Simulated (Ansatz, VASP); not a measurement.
## NiO: VASP beside Ansatz

One calculation is typed for both programs; each brings its own data sets and cutoff. How far apart do they land?

Method: plane waves, with VASP 6.6.1 beside it; relaxation of cell and atoms at PBE with D3(BJ), DFT+U, in Ansatz 0.2.0.

### 1. Set-up

Symmetry: Fm-3m, No. 225, cubic system. The conventional cell has a = 4.172 Å, b = 4.172 Å, c = 4.172 Å, α = 90.00°, β = 90.00°, γ = 90.00°. Nearest to Ni lie 6 O at 2.09 Å. O has 6 Ni at 2.09 Å nearest. Farther neighbours and most contacts between anions are not listed.

Structure file:

```xyz
2
Lattice="0.0000 2.0859 2.0859 2.0859 0.0000 2.0859 2.0859 2.0859 0.0000" Properties=species:S:1:pos:R:3 pbc="T T T"
Ni    0.0000    0.0000    0.0000
O     2.0859    2.0859    2.0859
```

### 2. VASP: relaxation of cell and atoms, PBE with D3(BJ), DFT+U

The relaxed volume is the usual yardstick between codes: its relative difference is about their pressure difference at one cell divided by the bulk modulus.

Lines of VASP's logs that name or quote its potential files are left out, and so is its time.

The input, INCAR:

```
SYSTEM = NiO
PREC = Accurate
ENCUT = 520
EDIFF = 1E-06
NELM = 100
ISMEAR = 0
SIGMA = 0.05
LREAL = .FALSE.
ALGO = Normal
GGA = PE
IVDW = 12
NBANDS = 15
ISPIN = 2
MAGMOM = 1 0
LDAU = .TRUE.
LDAUTYPE = 2
LDAUL = 2 -1
LDAUU = 5 0
LDAUJ = 0 0
LDAUPRINT = 1
LASPH = .TRUE.
LMAXMIX = 4
LORBIT = 11
LWAVE = .FALSE.
LCHARG = .FALSE.
KPAR = 2
IBRION = 2
NSW = 60
ISIF = 3
EDIFFG = -0.01
```

The input, POSCAR:

```
NiO
1.0
    0.0000000000      2.0859016414      2.0859016414
    2.0859016414      0.0000000000      2.0859016414
    2.0859016414      2.0859016414      0.0000000000
Ni O
1 1
Direct
    0.0000000000      0.0000000000      0.0000000000
    0.5000000000      0.5000000000      0.5000000000
```

The input, KPOINTS:

```
Automatic mesh
0
Gamma
8 8 8
0 0 0
```

The projector-augmented-wave data sets are Ni and O (PBE family, release 64).

On the command line:

```bash
$ mpirun -np 2 vasp_std
```

Numbers of over 12 decimals in the logs are rounded to 6 here.

What it wrote:

```text
[banner, memory and clock lines left out]
running    2 mpi-ranks, on    1 nodes
 distrk:  each k-point on    1 cores,    2 groups
 distr:  one band on    1 cores,    1 groups

 POSCAR found type information on POSCAR NiO
 POSCAR found :  2 types and       2 ions
 LDA part: xc-table for (Slater+PW92), standard interpolation
 POSCAR, INCAR and KPOINTS ok, starting setup
 FFT: planning ... GRIDC
 FFT: planning ... GRID_SOFT
 FFT: planning ... GRID
 WAVECAR not read
 entering main loop
       N       E                     dE             d eps       ncg     rms          rms(c)
DAV:   1     0.857229361682E+02    0.85723E+02   -0.75042E+03  1780   0.134E+03
DAV:   2    -0.505761659613E+01   -0.90781E+02   -0.79422E+02  1929   0.261E+02
DAV:   3    -0.990738557508E+01   -0.48498E+01   -0.47165E+01  1957   0.681E+01
DAV:   4    -0.994703644791E+01   -0.39651E-01   -0.39640E-01  2160   0.609E+00
DAV:   5    -0.994772160514E+01   -0.68516E-03   -0.68515E-03  2069   0.807E-01    0.167E+01
DAV:   6    -0.100049165572E+02   -0.57195E-01   -0.15386E+01  2028   0.787E+01    0.182E+01
DAV:   7    -0.100824625731E+02   -0.77546E-01   -0.13108E+00  1948   0.304E+01    0.904E+00
DAV:   8    -0.102551308176E+02   -0.17267E+00   -0.21166E-01  2046   0.494E+00    0.557E+00
DAV:   9    -0.103295928820E+02   -0.74462E-01   -0.47918E-02  2181   0.754E+00    0.446E-01
DAV:  10    -0.103345462805E+02   -0.49534E-02   -0.23143E-02  2308   0.218E+00    0.340E-01
DAV:  11    -0.103344883496E+02    0.57931E-04   -0.22217E-03  2254   0.111E+00    0.105E-01
DAV:  12    -0.103346931390E+02   -0.20479E-03   -0.18071E-04  2000   0.340E-01    0.456E-02
DAV:  13    -0.103347399835E+02   -0.46845E-04   -0.69590E-05  2517   0.181E-01    0.161E-02
DAV:  14    -0.103347444843E+02   -0.45008E-05   -0.16807E-05  2074   0.489E-02    0.549E-03
DAV:  15    -0.103347445497E+02   -0.65384E-07   -0.61891E-07  1118   0.133E-02
   1 F= -.10867380E+02 E0= -.10867380E+02  d E =-.108674E+02  mag=     2.0000
 curvature:   0.00 expect dE= 0.000E+00 dE for cont linesearch  0.000E+00
 trial: gam= 0.00000 g(F)=  0.501E-59 g(S)=  0.207E-02 ort = 0.000E+00 (trialstep = 0.100E+01)
 search vector abs. value=  0.207E-02
 bond charge predicted
       N       E                     dE             d eps       ncg     rms          rms(c)
DAV:   1    -0.103592608793E+02   -0.24516E-01   -0.26504E-01  1859   0.101E+01    0.106E+00
DAV:   2    -0.103412270694E+02    0.18034E-01   -0.37950E-02  1964   0.497E+00    0.680E-01
DAV:   3    -0.103400463850E+02    0.11807E-02   -0.23851E-03  1878   0.582E-01    0.444E-01
DAV:   4    -0.103398947338E+02    0.15165E-03   -0.15425E-04  1839   0.204E-01    0.159E-01
DAV:   5    -0.103397429006E+02    0.15183E-03   -0.93719E-05  2460   0.172E-01    0.435E-02
DAV:   6    -0.103397363895E+02    0.65111E-05   -0.34940E-05  1930   0.102E-01    0.136E-02
DAV:   7    -0.103397382391E+02   -0.18496E-05   -0.31412E-06  1745   0.283E-02    0.630E-03
DAV:   8    -0.103397390776E+02   -0.83857E-06   -0.15608E-06  1040   0.233E-02
   2 F= -.10867630E+02 E0= -.10867630E+02  d E =-.250064E-03  mag=     2.0000
 trial-energy change:   -0.000250  1 .order   -0.000171   -0.002071    0.001730
 step:   0.5755(harm=  0.5449)  dis= 0.00000  next Energy=   -10.867991 (dE=-0.611E-03)
 bond charge predicted
       N       E                     dE             d eps       ncg     rms          rms(c)
DAV:   1    -0.103415487522E+02   -0.18105E-02   -0.47243E-02  1866   0.426E+00    0.449E-01
DAV:   2    -0.103382965987E+02    0.32522E-02   -0.68062E-03  1950   0.209E+00    0.283E-01
DAV:   3    -0.103380836451E+02    0.21295E-03   -0.41493E-04  1839   0.236E-01    0.186E-01
DAV:   4    -0.103380557346E+02    0.27911E-04   -0.25416E-05  1861   0.852E-02    0.658E-02
DAV:   5    -0.103380298896E+02    0.25845E-04   -0.17560E-05  2414   0.734E-02    0.169E-02
DAV:   6    -0.103380296431E+02    0.24654E-06   -0.59438E-06  1867   0.432E-02
   3 F= -.10867985E+02 E0= -.10867985E+02  d E =-.604965E-03  mag=     2.0000
 curvature:  -0.27 expect dE=-0.194E-05 dE for cont linesearch -0.194E-05
 trial: gam= 0.00000 g(F)=  0.603E-63 g(S)=  0.715E-05 ort =-0.122E-03 (trialstep = 0.915E+00)
 search vector abs. value=  0.715E-05
 reached required accuracy - stopping structural energy minimisation
```

OUTCAR, selected parts (step 2):

```text
ion  position               nearest neighbor table
   1  0.000  0.000  0.000-   2 2.09   2 2.09   2 2.09   2 2.09   2 2.09   2 2.09
   2  0.500  0.500  0.500-   1 2.09   1 2.09   1 2.09   1 2.09   1 2.09   1 2.09

  LATTYP: Found a face centered cubic cell.
 ALAT       =     4.1718032828

 Subroutine GETGRP returns: Found 48 space group operations
 (whereof 48 operations were pure point group operations)

The static configuration has the point symmetry O_h .

 Found     29 irreducible k-points:

   k-points           NKPTS =     29   k-points in BZ     NKDIM =     29   number of bands    NBANDS=     15

   dimension x,y,z NGX =    24 NGY =   24 NGZ =   24
   dimension x,y,z NGXF=    48 NGYF=   48 NGZF=   48

   ENCUT  =  520.0 eV  38.22 Ry    6.18 a.u.   5.48  5.48  5.48*2*pi/ulx,y,z

   NELECT =      16.0000    total number of electrons

 k-points in reciprocal lattice and weights: Automatic mesh
   0.00000000  0.00000000  0.00000000       0.002
   0.12500000  0.00000000  0.00000000       0.016
   0.25000000  0.00000000  0.00000000       0.016
   0.37500000  0.00000000  0.00000000       0.016
   0.50000000  0.00000000  0.00000000       0.008
   0.12500000  0.12500000  0.00000000       0.012
   0.25000000  0.12500000  0.00000000       0.047
   0.37500000  0.12500000  0.00000000       0.047
   0.50000000  0.12500000  0.00000000       0.047
[...]
-0.37500000  0.50000000  0.12500000       0.023
  -0.25000000  0.50000000  0.25000000       0.012

 Edisp (eV)   -0.52789

atom =   1  type =  1  l = 2

 onsite density matrix

spin component  1

  0.9800  0.0000  0.0000  0.0000 -0.0000
  0.0000  0.9800  0.0000 -0.0000  0.0000
  0.0000  0.0000  1.0307  0.0000 -0.0000
  0.0000 -0.0000  0.0000  0.9800  0.0000
 -0.0000  0.0000 -0.0000  0.0000  1.0307

spin component  2

  0.9780  0.0000 -0.0000  0.0000  0.0000
  0.0000  0.9780  0.0000 -0.0000 -0.0000
 -0.0000  0.0000  0.1533  0.0000 -0.0000
  0.0000 -0.0000  0.0000  0.9780 -0.0000
  0.0000 -0.0000 -0.0000 -0.0000  0.1533

 occupancies and eigenvectors

  o =  0.1533  v =  0.0000  0.0000  0.0000  0.0000  0.0000  0.0000 -0.0000  0.0043  0.0000  1.0000      0.0000  0.0000  0.0000  0.0000  0.0000  0.0000  0.0000  0.0000  0.0000  0.0000
  o =  0.1533  v =  0.0000  0.0000  0.0000  0.0000  0.0000  0.0000  0.0000  1.0000  0.0000 -0.0043      0.0000  0.0000  0.0000  0.0000  0.0000  0.0000  0.0000  0.0000  0.0000  0.0000
  o =  0.9780  v =  0.0000  0.0000  0.0000  0.0000  0.0000  0.0000 -0.9978 -0.0000 -0.0663 -0.0000      0.0000  0.0000  0.0000  0.0000  0.0000  0.0000  0.0000  0.0000  0.0000  0.0000
  o =  0.9780  v =  0.0000  0.0000  0.0000  0.0000  0.0000  0.0000 -0.0663 -0.0000  0.9978 -0.0000      0.0000  0.0000  0.0000  0.0000  0.0000  0.0000  0.0000  0.0000  0.0000  0.0000
  o =  0.9780  v =  0.0000  0.0000  0.0000  0.0000  0.0000  1.0000  0.0000  0.0000  0.0000  0.0000      0.0000  0.0000  0.0000  0.0000  0.0000  0.0000  0.0000  0.0000  0.0000  0.0000
  o =  0.9800  v =  0.0000  0.9989  0.0000  0.0467 -0.0000  0.0000  0.0000  0.0000  0.0000  0.0000      0.0000  0.0000  0.0000  0.0000  0.0000  0.0000  0.0000  0.0000  0.0000  0.0000
  o =  0.9800  v =  0.0000 -0.0467  0.0000  0.9989  0.0000  0.0000  0.0000  0.0000  0.0000  0.0000      0.0000  0.0000  0.0000  0.0000  0.0000  0.0000  0.0000  0.0000  0.0000  0.0000
  o =  0.9800  v =  1.0000  0.0000  0.0000  0.0000  0.0000  0.0000  0.0000  0.0000  0.0000  0.0000      0.0000  0.0000  0.0000  0.0000  0.0000  0.0000  0.0000  0.0000  0.0000  0.0000
  o =  1.0307  v =  0.0000 -0.0000 -0.0507  0.0000 -0.9987  0.0000  0.0000  0.0000  0.0000  0.0000      0.0000  0.0000  0.0000  0.0000  0.0000  0.0000  0.0000  0.0000  0.0000  0.0000
  o =  1.0307  v =  0.0000  0.0000 -0.9987 -0.0000  0.0507  0.0000  0.0000  0.0000  0.0000  0.0000      0.0000  0.0000  0.0000  0.0000  0.0000  0.0000  0.0000  0.0000  0.0000  0.0000

 average (electrostatic) potential at core
       1 -84.4058       2 -67.5731

 E-fermi :   7.1862

 spin component 1
 k-point     1 :       0.0000    0.0000    0.0000
  band No.  band energies     occupation
    ...
      5       2.4124      1.00000
      6       2.4124      1.00000
      7       5.2877      1.00000
      8       5.2877      1.00000
      9       5.2877      1.00000
     10       9.4637      0.00000
     11      25.1122      0.00000
     12      25.1123      0.00000
     13      25.1123      0.00000
     14      25.7527      0.00000
    ...

 k-point     2 :       0.1250    0.0000    0.0000
  band No.  band energies     occupation
    ...
      5       2.4574      1.00000
      6       2.4574      1.00000
      7       4.5534      1.00000
      8       5.6016      1.00000
      9       5.6016      1.00000
     10      10.5155      0.00000
     11      22.1701      0.00000
     12      24.9141      0.00000
     13      24.9141      0.00000
     14      27.7657      0.00000
    ...

 k-point     3 :       0.2500    0.0000    0.0000
  band No.  band energies     occupation
    ...
      5       2.6394      1.00000
      6       2.6395      1.00000
      7       3.9928      1.00000
      8       6.2282      1.00000
      9       6.2283      1.00000
     10      12.2331      0.00000
     11      19.5768      0.00000
     12      23.6258      0.00000
     13      23.6258      0.00000
     14      27.8284      0.00000
    ...

 k-point     4 :       0.3750    0.0000    0.0000
  band No.  band energies     occupation
    ...
      5       2.8549      1.00000
      6       2.8549      1.00000
      7       4.0378      1.00000
      8       6.7547      1.00000
      9       6.7547      1.00000
     10      13.3006      0.00000
     11      18.1604      0.00000
     12      22.2772      0.00000
     13      22.2772      0.00000
     14      27.8170      0.00000
    ...

 k-point     5 :       0.5000    0.0000    0.0000
  band No.  band energies     occupation
    ...
      5       2.9489      1.00000
      6       2.9490      1.00000
      7       4.1238      1.00000
      8       6.9557      1.00000
      9       6.9557      1.00000
     10      13.4954      0.00000
     11      17.8800      0.00000
     12      21.7636      0.00000
     13      21.7636      0.00000
     14      27.9343      0.00000
    ...

 k-point     6 :       0.1250    0.1250    0.0000
  band No.  band energies     occupation
    ...
      5       2.3791      1.00000
      6       2.3791      1.00000
      7       4.9427      1.00000
      8       5.2933      1.00000
      9       5.2933      1.00000
     10      10.8947      0.00000
     11      22.2543      0.00000
     12      24.4920      0.00000
     13      24.4920      0.00000
     14      25.2199      0.00000
    ...

 Edisp (eV)   -0.52996

  Total      -0.00994    -0.00994    -0.00994     0.00000     0.00000    -0.00000
  in kB      -0.87152    -0.87152    -0.87152     0.00000     0.00000    -0.00000
  external pressure =       -0.87 kB  Pullay stress =        0.00 kB

  energy-cutoff  :      520.00
  volume of cell :       18.28
      direct lattice vectors                 reciprocal lattice vectors
    -0.000000000  2.090800282  2.090800282    -0.239142880  0.239142880  0.239142880
     2.090800282  0.000000000  2.090800282     0.239142880 -0.239142880  0.239142880
     2.090800282  2.090800282  0.000000000     0.239142880  0.239142880 -0.239142880

 POSITION                                       TOTAL-FORCE (eV/Angst)
 -----------------------------------------------------------------------------------
      0.00000      0.00000      0.00000         0.000000      0.000000      0.000000
      2.09080      2.09080      2.09080         0.000000     -0.000000     -0.000000
 -----------------------------------------------------------------------------------
    total drift:                                0.000000     -0.000000     -0.000000

  FREE ENERGIE OF THE ION-ELECTRON SYSTEM (eV)
  ---------------------------------------------------
  free  energy   TOTEN  =       -10.8679852824 eV

  energy  without entropy=      -10.8679852824  energy(sigma->0) =      -10.86798528

 reached required accuracy - stopping structural energy minimisation

 total charge
# of ion       s       p       d       tot
------------------------------------------
    1        0.342   0.421   8.216   8.979
    2        1.548   3.476   0.000   5.025
--------------------------------------------------
tot          1.891   3.897   8.216  14.003

 magnetization (x)
# of ion       s       p       d       tot
------------------------------------------
    1        0.011   0.014   1.759   1.784
    2        0.020   0.180   0.000   0.201
--------------------------------------------------
tot          0.032   0.194   1.759   1.985

[... 6 further parts left out ...]
```

Experiment finds antiferromagnetic order in this phase (below 523 K, arxiv:1210.6675), so this ferromagnetic run describes another state.

[end of part 1 of 2]

[Lines on the potential files, build, host, timing and source positions are cut from VASP's logs without a mark.]

[Logs are printed without paths, hosts, clocks, repeated set-up lines and the standing remarks that a program may print on its own settings, such as how far it seeks lower states.]

[Hosts, paths, dates, database ids (printed as entryN), source tags and the programs' standing remarks are cut or masked in the printed files.]
